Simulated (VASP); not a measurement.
Consider the following.

```
CELL_PARAMETERS angstrom
      1.65756    -2.87097     0.00000
      1.65756     2.87097     0.00000
      0.00000     0.00000    13.05076
ATOMIC_POSITIONS crystal
  W  0.33333 0.66667 0.25000
  W  0.66667 0.33333 0.75000
  S  0.33333 0.66667 0.87300
  S  0.66667 0.33333 0.37300
  S  0.66667 0.33333 0.12700
  S  0.33333 0.66667 0.62700
```

All values below come from vdW-DF2, VASP's PBE PAW potentials (set 64) (plane waves; VASP). Numerical set-up: 520 eV cut-off, 8×8×2 Γ-centred mesh, Gaussian smearing of 0.050 eV, potentials W_sv S.

### Question
The ions and cell shape at fixed volume are relaxed. Which structure does the run end with?

### Answer

```
CELL_PARAMETERS angstrom
      1.64590    -2.85078     0.00000
      1.64590     2.85078     0.00000
      0.00000     0.00000    13.23626
ATOMIC_POSITIONS crystal
  W  0.33333 0.66667 0.25000
  W  0.66667 0.33333 0.75000
  S  0.33333 0.66667 0.87002
  S  0.66667 0.33333 0.37002
  S  0.66667 0.33333 0.12998
  S  0.33333 0.66667 0.62998
```
Space group P6_3/mmc (194), at a tolerance of 0.03 Å.

### Question
How much energy does the relaxation gain?

### Answer
The energy (σ→0) changes by -5.2 meV/atom, in 5 ionic steps.

The compound is WS2 in the 2H layered structure. This cell is one point of a volume scan, at 1.03 of the reference volume. Symmetry was kept, so distortions that lower it aren't found.
